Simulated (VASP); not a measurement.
Data:

```xyz
6
Lattice="1.5392 -2.6660 0.0000 1.5392 2.6660 0.0000 0.0000 0.0000 12.3206" Properties=species:S:1:pos:R:3 pbc="T T T"
Mo     1.5392     0.8887     3.0801
Mo     1.5392    -0.8887     9.2404
S      1.5392     0.8887    10.7668
S      1.5392    -0.8887     4.6065
S      1.5392    -0.8887     1.5538
S      1.5392     0.8887     7.7141
```

Calculation: PBEsol GGA, VASP's PBE PAW potentials (set 64) (plane waves; VASP). Numerical set-up: 520 eV cut-off, 10×10×2 Γ-centred mesh, Gaussian smearing of 0.050 eV, potentials Mo_sv S.

Without a dispersion term in the relaxation, distances and binding between the weakly bound layers, chains or molecules are unreliable, and so is what depends on them.

### Question
The ions and cell shape at fixed volume are relaxed. Give the cell that the relaxation ends in.

### Answer

```xyz
6
Lattice="1.5615 -2.7046 0.0000 1.5615 2.7046 0.0000 0.0000 0.0000 11.9711" Properties=species:S:1:pos:R:3 pbc="T T T"
Mo     1.5615     0.9015     2.9928
Mo     1.5615    -0.9015     8.9783
S      1.5615     0.9015    10.5397
S      1.5615    -0.9015     4.5541
S      1.5615    -0.9015     1.4314
S      1.5615     0.9015     7.4170
```
Space group P6_3/mmc (194), at a tolerance of 0.03 Å.

### Question
How much energy does the relaxation gain?

### Answer
The energy (σ→0) changes by -28.2 meV/atom, in 8 ionic steps.

The compound is MoS2 in the 2H layered structure. This cell is one point of a volume scan, at 0.94 of the reference volume. Symmetry was kept, so distortions that lower it aren't found.
